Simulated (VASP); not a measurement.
All values below come from RPBE GGA, VASP's PBE PAW potentials (set 64) (plane waves; VASP).

The input files of a VASP run:

### KPOINTS
```
Automatic mesh
0
Gamma
8 8 4
0 0 0
```

**INCAR**
```
SYSTEM = PtS2
PREC = Accurate; ENCUT = 520; LREAL = .FALSE.
LASPH = .TRUE.
EDIFF = 1E-7; NELM = 100; ALGO = Normal
LMAXMIX = 6
ISMEAR = -5
GGA = RP
ISIF = 2
LWAVE = .FALSE.; LCHARG = .TRUE.; LORBIT = 11
NEDOS = 601
LEFG = .TRUE.
```

File POSCAR:
```
PtS2
1.0
  1.7981524364  -3.1144914529   0.0000000000
  1.7981524364   3.1144914529   0.0000000000
  0.0000000000   0.0000000000   7.1194024442
Pt S
1 2
Cartesian
  0.0000000000   0.0000000000   0.0000000000
  1.7981524364   1.0381658940   1.2278517451
  1.7981524364  -1.0381658940   5.8915506991
```

POTCAR, in this order: Pt S (PBE.64 set). Program: vasp_std.

The resulting files:

### OUTCAR
```
 ion  position               nearest neighbor table
   1  0.000  0.000  0.000-   2 2.41   3 2.41   3 2.41   2 2.41   3 2.41   2 2.41
   2  0.333  0.667  0.172-   1 2.41   1 2.41   1 2.41
   3  0.667  0.333  0.828-   1 2.41   1 2.41   1 2.41
  LATTYP: Found a hexagonal cell.
 ALAT       =     3.5963049363
 C/A-ratio  =     1.9796437094
 Subroutine PRICEL returns:
 Original cell was already a primitive cell.
 Subroutine GETGRP returns: Found 12 space group operations
The static configuration has the point symmetry D_3d.
The dynamic configuration has the point symmetry D_3d.
 Subroutine INISYM returns: Found 12 space group operations
 Subroutine IBZKPT returns following result:
 Found     35 irreducible k-points:

 Following reciprocal coordinates:
            Coordinates               Weight
  0.000000  0.000000  0.000000      1.000000
  0.125000 -0.000000  0.000000      6.000000
  0.250000 -0.000000  0.000000      6.000000
  0.375000  0.000000  0.000000      6.000000
  0.500000 -0.000000  0.000000      3.000000
  0.125000  0.125000  0.000000      6.000000
  0.250000  0.125000  0.000000     12.000000
...
```

OSZICAR:
```
       N       E                     dE             d eps       ncg     rms          rms(c)
DAV:   1     0.127484500127E+03    0.12748E+03   -0.99514E+03  1050   0.125E+03
DAV:   2    -0.856583246487E+01   -0.13605E+03   -0.13323E+03  1358   0.236E+02
DAV:   3    -0.154778250238E+02   -0.69120E+01   -0.68658E+01  1365   0.593E+01
DAV:   4    -0.155894126938E+02   -0.11159E+00   -0.11156E+00  1377   0.803E+00
DAV:   5    -0.155922320054E+02   -0.28193E-02   -0.28192E-02  1430   0.122E+00    0.172E+01
DAV:   6    -0.145289174928E+02    0.10633E+01   -0.77048E+00  1064   0.287E+01    0.116E+01
DAV:   7    -0.142974586001E+02    0.23146E+00   -0.14390E+00  1099   0.133E+01    0.563E+00
DAV:   8    -0.142866097057E+02    0.10849E-01   -0.10134E-01  1302   0.235E+00    0.111E+00
DAV:   9    -0.142813341612E+02    0.52755E-02   -0.17292E-02  1358   0.147E+00    0.258E-01
DAV:  10    -0.142817725548E+02   -0.43839E-03   -0.28517E-03  1429   0.381E-01    0.889E-02
DAV:  11    -0.142818372277E+02   -0.64673E-04   -0.11477E-04  1424   0.986E-02    0.488E-02
DAV:  12    -0.142818472172E+02   -0.99894E-05   -0.31887E-05  1421   0.498E-02    0.145E-02
DAV:  13    -0.142818493068E+02   -0.20896E-05   -0.45615E-06  1386   0.171E-02    0.450E-03
DAV:  14    -0.142818497837E+02   -0.47689E-06   -0.60596E-07  1302   0.646E-03    0.172E-03
DAV:  15    -0.142818499530E+02   -0.16936E-06   -0.25821E-08  1050   0.126E-03    0.375E-04
DAV:  16    -0.142818499751E+02   -0.22043E-07   -0.21753E-08   868   0.129E-03
   1 F= -.14281850E+02 E0= -.14281850E+02  d E =0.000000E+00
```

OUTCAR:
```
------------------------ aborting loop because EDIFF is reached ----------------------------------------
  FORCE on cell =-STRESS in cart. coord.  units (eV):
  Direction    XX          YY          ZZ          XY          YZ          ZX
  --------------------------------------------------------------------------------------
  Total       -0.0024351     -0.0024351      0.0386834     -0.0000000     -0.0000000      0.0000000
  in kB       -0.0489262     -0.0489262      0.7772282     -0.0000000     -0.0000000      0.0000000
  external PRESSURE =       0.2264586 kB  Pullay stress =       0.0000000 kB
  volume of cell :       79.74
      direct lattice vectors                 reciprocal lattice vectors
     1.798152436 -3.114491453  0.000000000     0.278063189 -0.160539853  0.000000000
     1.798152436  3.114491453  0.000000000     0.278063189  0.160539853  0.000000000
     0.000000000  0.000000000  7.119402444     0.000000000  0.000000000  0.140461227
 POSITION                                       TOTAL-FORCE (eV/Angst)
 -----------------------------------------------------------------------------------
      0.00000      0.00000      0.00000         0.000000     -0.000000      0.000000
      1.79815      1.03817      1.22785        -0.000000      0.000000      0.010209
      1.79815     -1.03817      5.89155         0.000000     -0.000000     -0.010209
 -----------------------------------------------------------------------------------
    total drift:                                0.000000      0.000000      0.000000
  FREE ENERGIE OF THE ION-ELECTRON SYSTEM (eV)
  ---------------------------------------------------
  free  energy   TOTEN  =       -14.2818499751 eV

  energy  without entropy=      -14.2818499751  energy(sigma->0) =      -14.28184998

 total charge

# of ion       s       p       d       tot
------------------------------------------
    1        0.680   0.748   7.943   9.371
    2        1.362   2.277   0.000   3.639
    3        1.362   2.277   0.000   3.639
--------------------------------------------------
tot          3.405   5.302   7.943  16.649

 Electric field gradients after diagonalization (V/A^2)
 (convention: |V_zz| > |V_xx| > |V_yy|)
----------------------------------------------------------------------
 ion       V_xx      V_yy      V_zz     asymmetry (V_yy - V_xx)/ V_zz
----------------------------------------------------------------------
   1     -62.570   -62.570   125.140       0.000
   2      31.412    31.411   -62.823       0.000
   3      31.412    31.411   -62.823       0.000
```
(Selected blocks of OUTCAR.)

File OUTCAR:
```
 val. band max:        2.1550946505   @ k =   0.1250  -0.0000   0.5000

 cond. band min:       3.8222227186   @ k =  -0.0000   0.2500   0.2500


 Fermi energy:         2.1673700323

 k-point     1 :       0.0000    0.0000    0.0000
  band No.  band energies     occupation
      1     -11.7324      2.00000
      2      -9.5701      2.00000
      3      -3.2982      2.00000
      4      -3.2982      2.00000
      5      -2.9612      2.00000
      6      -0.6517      2.00000
      7      -0.6517      2.00000
      8       1.2878      2.00000
      9       1.6964      2.00000
     10       1.8313      2.00000
     11       1.8313      2.00000
     12       5.2560      0.00000
     13       5.2560      0.00000
     14       7.4459      0.00000
     15       8.2872      0.00000

 k-point     2 :       0.1250   -0.0000    0.0000
  band No.  band energies     occupation
      1     -11.5494      2.00000
      2      -9.6160      2.00000
      3      -3.2582      2.00000
      4      -3.1822      2.00000
      5      -2.7938      2.00000
      6      -0.9532      2.00000
      7      -0.7943      2.00000
      8       0.6553      2.00000
      9       1.8938      2.00000
     10       1.9282      2.00000
     11       2.0306      2.00000
     12       4.5138      0.00000
     13       5.0427      0.00000
     14       8.0079      0.00000
     15       9.0097      0.00000

 k-point     3 :       0.2500   -0.0000    0.0000
  band No.  band energies     occupation
      1     -11.0561      2.00000
      2      -9.7271      2.00000
      3      -3.1316      2.00000
      4      -2.9208      2.00000
      5      -2.4337      2.00000
      6      -1.7657      2.00000
      7      -0.9464      2.00000
      8       0.1497      2.00000
      9       1.6949      2.00000
     10       1.6996      2.00000
     11       2.0094      2.00000
     12       3.9539      0.00000
     13       4.8531      0.00000
     14       8.4579      0.00000
     15       9.0976      0.00000
...
```

Without a dispersion term in the relaxation, distances and binding between the weakly bound layers, chains or molecules are unreliable, and so is what depends on them. Unless said otherwise, spin-orbit coupling is left out, though it shifts the bands of the heavy elements here.

The compound is PtS2 in the 1T layered structure. It was relaxed first, which changed the volume by +46 %.
